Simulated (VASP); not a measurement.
Here is the system:

```xyz
2
Lattice="0.0000 2.5587 2.5587 2.5587 0.0000 2.5587 2.5587 2.5587 0.0000" Properties=species:S:1:pos:R:3 pbc="T T T"
Mg     0.0000     0.0000     0.0000
S      2.5587     2.5587     2.5587
```

Method: LDA (Ceperley-Alder, Perdew-Zunger), VASP's LDA PAW potentials (set 64) (plane waves; VASP). Run with 400 eV cut-off, 9×9×9 Γ-centred mesh, Gaussian smearing of 0.010 eV, potentials Mg S.

Question: Give the electronic dielectric tensor ε∞ (DFPT, local fields included).

Answer: 
```
5.55  0.00  0.00
0.00  5.55  0.00
0.00  0.00  5.55
```

Question: Give the Born effective charges.

Answer: 
```
atom   Z*xx   Z*yy   Z*zz   mean
----  -----  -----  -----  -----
Mg1    2.28   2.28   2.28   2.28
S2    -2.28  -2.28  -2.28  -2.28
```

Question: And the static tensor with the ions free?

Answer: 
```
13.9  0.00  0.00
0.00  13.9  0.00
0.00  0.00  13.9
```

Question: Which frequencies do the optical Γ-point modes have (no LO-TO splitting)?

Answer: 257 (×3) cm⁻¹.

The compound is MgS in the rock salt structure. It was relaxed first.
